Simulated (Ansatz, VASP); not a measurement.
**K4C: VASP beside Ansatz**

```
K C
1.0
     6.00001    0.00000    0.00000
    -3.00001    5.19616    0.00000
     0.00000    0.00000    4.12657
K C
4 1
Direct
  0.50000 0.00000 0.50000
  0.00000 0.50000 0.50000
  0.50000 0.50000 0.50000
  0.00000 0.00000 0.50000
  0.00000 0.00000 0.00000
```

Alike in both runs: task single point; functional PBE; k mesh 3 × 3 × 4; occupations gaussian, width 0.1 eV; no spin polarisation.

```csv
,VASP,Ansatz
version,VASP 6.6.1,Ansatz 0.2.0
potentials or method,"VASP PAW PBE potentials, release 64 (K_sv, C)","scalar-relativistic, plane waves, PAW"
plane-wave cutoff (eV),520,420
valence electrons in the cell,40,40
```

|  | VASP | Ansatz | Ansatz less VASP |
| --- | --- | --- | --- |
| gap on the k mesh at the Fermi level (eV) | none | none | - |
| pressure (GPa) | 11.9 | 11.6 | -0.29 |
| largest component of the traceless stress (GPa) | 6.88 | 7.12 | +0.239 |

A gap of «none» marks a metal or a gap that the smearing closes.

Caveats: the k mesh is coarse (spacing up to 0.40 Å⁻¹), so the values aren't converged.
